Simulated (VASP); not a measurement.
VASP ran on this input.

### KPOINTS
```
Automatic mesh
0
gamma
  8 8 5
0 0 0
```

**POSCAR**
```
AlN
1
    3.0883972221     0.0000000000     0.0000000000
   -1.5441986110     2.6746300537     0.0000000000
    0.0000000000     0.0000000000     4.9444477325
Al N
2 2
Direct
  0.3333330000   0.6666670000   0.9965553955
  0.6666670000   0.3333330000   0.4965553955
  0.3333330000   0.6666670000   0.3784446045
  0.6666670000   0.3333330000   0.8784446045
```

INCAR:
```
! general
SYSTEM   =  AlN
PREC     =  Accurate
ENCUT    =  620
LREAL    =  .FALSE.
LASPH    =  .TRUE.

! electronic loop
EDIFF    =  1E-6
NELM     =  100
ALGO     =  Normal

! smearing
ISMEAR   =  0
SIGMA    =  0.05

! functional
GGA      =  PS

! ions
IBRION   =  2
NSW      =  40
ISIF     =  3
EDIFFG   =  -0.02
PSTRESS  =  50

! output
LWAVE    =  .FALSE.
LCHARG   =  .FALSE.
```

POTCAR, in this order: Al N (PBE.64 set). Program: vasp_std.

### Question
Translate this PBEsol calculation to Quantum ESPRESSO's pw.x.

### Answer
One equivalent input (not run):
```
&CONTROL
  calculation = 'vc-relax'
  pseudo_dir = './pseudo'
  outdir = './out'
  tprnfor = .true.
  tstress = .true.
  nstep = 40
  forc_conv_thr = 0.00078
/
&SYSTEM
  ibrav = 0
  nat = 4
  ntyp = 2
  ecutwfc = 84
  occupations = 'smearing'
  smearing = 'gaussian'
  degauss = 0.003675
  input_dft = 'pbesol'
/
&ELECTRONS
  conv_thr = 7.3e-08
  electron_maxstep = 100
/
&IONS
/
&CELL
  press = 50
/
ATOMIC_SPECIES
  Al 26.982 Al.upf
  N 14.007 N.upf
CELL_PARAMETERS angstrom
     3.0883972    0.0000000    0.0000000
    -1.5441986    2.6746301    0.0000000
     0.0000000    0.0000000    4.9444477
ATOMIC_POSITIONS crystal
  Al   0.3333330  0.6666670  0.9965554
  Al   0.6666670  0.3333330  0.4965554
  N    0.3333330  0.6666670  0.3784446
  N    0.6666670  0.3333330  0.8784446
K_POINTS automatic
  8 8 5 0 0 0
```
What does not carry over: the potentials are each code's own (VASP's PAW set, PseudoDojo norm-conserving files in pw.x), so ENCUT and ecutwfc are chosen apart and not converted; conv_thr bounds pw.x's estimated SCF error, while EDIFF bounds the energy change between steps; forc_conv_thr acts on force components and is met together with etot_conv_thr.

The structure was generated: AlN was put into the wurtzite type (P6_3mc), which need not be its known phase. This run relaxes it under an external pressure of 5 GPa. Symmetry was kept, so distortions that lower it aren't found.
